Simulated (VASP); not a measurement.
Consider the following.

```xyz
1
Lattice="-1.6526 1.6526 1.6443 1.6526 -1.6526 1.6443 1.6526 1.6526 -1.6443" Properties=species:S:1:pos:R:3 pbc="T T T"
Ta     0.0000     0.0000     0.0000
```

These are r2SCAN meta-GGA, VASP's PBE PAW potentials (set 64) (plane waves; VASP) values and carry that method's errors. Run with 480 eV cut-off, 14×14×14 Γ-centred mesh, first-order Methfessel-Paxton smearing of 0.10 eV, potentials Ta_pv.

Problem. Give the stress tensor in GPa (positive for a compressed cell).

Solution. 
```
1.03  0.00  0.00
0.00  1.03  0.00
0.00  0.00  1.46
```
The pressure is its mean diagonal, 1.17 GPa.

The compound is Ta in the bcc structure. This cell was strained or had an atom moved on purpose.
